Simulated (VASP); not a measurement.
Consider the following.

```yaml
crystal:
  lattice:
    - [4.01785, 0.00000, 0.00000]
    - [-2.00892, 3.47956, 0.00000]
    - [0.00000, 0.00000, 5.01019]
  atoms:
    - { symbol: Sb, position: [0.33333, 0.66667, 0.25000] }
    - { symbol: Sb, position: [0.66667, 0.33333, 0.75000] }
    - { symbol: N, position: [0.33333, 0.66667, 0.75000] }
    - { symbol: N, position: [0.66667, 0.33333, 0.25000] }
```

Method: PBEsol GGA, VASP's PBE PAW potentials (set 64) (plane waves; VASP). Numerical set-up: 520 eV cut-off, 6×6×4 Γ-centred mesh, Gaussian smearing of 0.050 eV, potentials Sb N.

Without a dispersion term in the relaxation, distances and binding between the weakly bound layers, chains or molecules are unreliable, and so is what depends on them.

Estimate the energy per atom (σ→0).

* **energy per atom (σ→0)**: -5.802 eV/atom

Total energies compare only between runs with the same potentials, cut-off and functional.

The structure was generated: SbN was put into the h-BN type (P6_3/mmc), which need not be its known phase. It was relaxed first, which changed the volume by -31 %. The start is the result of an earlier pass.
